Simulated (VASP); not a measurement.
An input for Ansatz (written as the equivalent of a VASP run, and not itself run):

Ansatz 0.2 input:
```yaml
crystal:
  lattice:
    - [1.8495307, -3.2034814, 0.0000000]
    - [1.8495307, 3.2034814, 0.0000000]
    - [0.0000000, 0.0000000, 5.7227627]
  atoms:
    - { symbol: Y, position: [0.3333330, 0.6666670, 0.2500000] }
    - { symbol: Y, position: [0.6666670, 0.3333330, 0.7500000] }
kpoints:
  mp_grid: { grid: [10, 10, 6] }
hamiltonian:
  xc: rpbe
  pseudopotentials: { kind: paw }
scf:
  occupations: { method: methfessel_paxton, width: 0.1 }
  max_iter: 100
relax:
  max_steps: 60
  f_tol: 0.01
  cell: {}
output: { forces: true, stress: true, eigenvalues: true }
```

Question: Translate this input to VASP (INCAR, KPOINTS, POSCAR, choice of POTCAR).

Answer: This is not unique; one that fits is 
POSCAR:
```
Y
1.0
  1.8495307016  -3.2034814327   0.0000000000
  1.8495307016   3.2034814327   0.0000000000
  0.0000000000   0.0000000000   5.7227627446
Y
2
Cartesian
  1.8495307016   1.0678292799   1.4306906861
  1.8495307016  -1.0678292799   4.2920720584
```

**KPOINTS**
```
Automatic mesh
0
Gamma
10 10 6
0 0 0
```

INCAR:
```
NELM = 100
LREAL = F
LWAVE = F
NSW = 60
LCHARG = F
LMAXMIX = 4   ! l cut-off of mixed one-centre charges
IBRION = 2   ! conjugate gradients
EDIFF = 1E-6   ! SCF stop (eV)
SYSTEM = Y
PREC = Accurate
GGA = RP   ! RPBE
LASPH = T
ALGO = Normal
ENCUT = 520
ISIF = 3   ! ions, shape and volume
SIGMA = 0.1   ! width (eV)
ISMEAR = 1   ! Methfessel-Paxton
EDIFFG = -0.01   ! ionic stop
```

POTCAR, in this order: Y_sv (PBE.64 set). Program: vasp_std.

What does not carry over: each code has its own PAW files, so the cut-off isn't converted (ENCUT is set for VASP's; basis.ecutwfc is left out, and Ansatz then takes the one that its files recommend); Ansatz stops its SCF on the density residual and VASP on the energy change (EDIFF).

The compound is Y in the hcp structure. It was relaxed first. The start is the result of an earlier pass.
